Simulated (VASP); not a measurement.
An input for Ansatz (written as the equivalent of a VASP run, and not itself run):

Ansatz 0.2 input:
```yaml
crystal:
  lattice:
    - [0.0000000, 3.2044193, 3.2044193]
    - [3.2044193, 0.0000000, 3.2044193]
    - [3.2044193, 3.2044193, 0.0000000]
  atoms:
    - { symbol: Mg, position: [0.2500000, 0.2500000, 0.2500000] }
    - { symbol: Mg, position: [0.7500000, 0.7500000, 0.7500000] }
    - { symbol: Ge, position: [1.0000000, 0.0000000, 0.0000000] }
kpoints:
  mp_grid: { grid: [8, 8, 8] }
hamiltonian:
  xc: pbe
  pseudopotentials: { kind: paw }
scf:
  occupations: { method: gaussian, width: 0.05 }
  max_iter: 100
relax:
  max_steps: 40
  f_tol: 0.01
  cell: { p_target: 15 }
output: { forces: true, stress: true, eigenvalues: true }
```

**Question.** Write the VASP files for the same calculation (PBE).

**Answer.** This is not unique; one that fits is 
**KPOINTS**
```
Automatic mesh
0
Gamma
8 8 8
0 0 0
```

INCAR:
```
SYSTEM=Mg2Ge
PREC=Accurate; ENCUT=480; LREAL=.False.
LASPH=.True.
EDIFF=1E-7; NELM=100; ALGO=Normal
LMAXMIX=4
ISMEAR=0; SIGMA=0.05
GGA=PE
IBRION=2; NSW=40; ISIF=3
EDIFFG=-0.01; PSTRESS=150
LWAVE=.False.; LCHARG=.False.
```

### POSCAR
```
Mg2Ge
1
   -0.0000000000     3.2044192910     3.2044192910
    3.2044192910    -0.0000000000     3.2044192910
    3.2044192910     3.2044192910     0.0000000000
Mg Ge
2 1
Direct
  0.2500000000   0.2500000000   0.2500000000
  0.7500000000   0.7500000000   0.7500000000
  1.0000000000   0.0000000000   0.0000000000
```

POTCAR, in this order: Mg Ge_d (PBE.64 set). Program: vasp_std.

What does not carry over: each code has its own PAW files, so the cut-off isn't converted (ENCUT is set for VASP's; basis.ecutwfc is left out, and Ansatz then takes the one that its files recommend); Ansatz stops its SCF on the density residual and VASP on the energy change (EDIFF).

The compound is Mg2Ge in the antifluorite structure. This run relaxes it under an external pressure of 15 GPa. Symmetry was kept, so distortions that lower it aren't found.
